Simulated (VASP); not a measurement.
A VASP calculation is set up with these files.

File POSCAR:
```
InSb
1
    0.0000000000     3.3008956345     3.3008956345
    3.3008956345     0.0000000000     3.3008956345
    3.3008956345     3.3008956345     0.0000000000
In Sb
1 1
Direct
  0.0000000000   0.0000000000   0.0000000000
  0.2500000000   0.2500000000   0.2500000000
```

### KPOINTS
```
Automatic
0
Gamma
  10 10 10
```

INCAR:
```
SYSTEM = InSb
PREC = Accurate; ENCUT = 520; LREAL = .FALSE.
LASPH = .TRUE.
EDIFF = 1E-7; NELM = 100; ALGO = Normal
LMAXMIX = 4
ISMEAR = 1; SIGMA = 0.1
GGA = PE; IVDW = 13
ISIF = 2
LWAVE = .FALSE.; LCHARG = .FALSE.
```

POTCAR, in this order: In_d Sb (PBE.64 set). Program: vasp_std.

Question: Translate this PBE-D4 calculation to Ansatz.

Answer: One equivalent input (not run):
Ansatz 0.2 input:
```yaml
crystal:
  lattice:
    - [0.0000000, 3.3008956, 3.3008956]
    - [3.3008956, 0.0000000, 3.3008956]
    - [3.3008956, 3.3008956, 0.0000000]
  atoms:
    - { symbol: In, position: [0.0000000, 0.0000000, 0.0000000] }
    - { symbol: Sb, position: [0.2500000, 0.2500000, 0.2500000] }
kpoints:
  mp_grid: { grid: [10, 10, 10] }
hamiltonian:
  xc: pbe
  dispersion: d4
  pseudopotentials: { kind: paw }
scf:
  occupations: { method: methfessel_paxton, width: 0.1 }
  max_iter: 100
output: { forces: true, stress: true, eigenvalues: true }
```
The two are equivalent in intent, not identical: each code has its own PAW files, so the cut-off isn't converted (ENCUT is set for VASP's; basis.ecutwfc is left out, and Ansatz then takes the one that its files recommend); Ansatz stops its SCF on the density residual and VASP on the energy change (EDIFF).

The compound is InSb in the zinc blende structure. This cell is one point of a volume scan, at 1.03 of the reference volume.
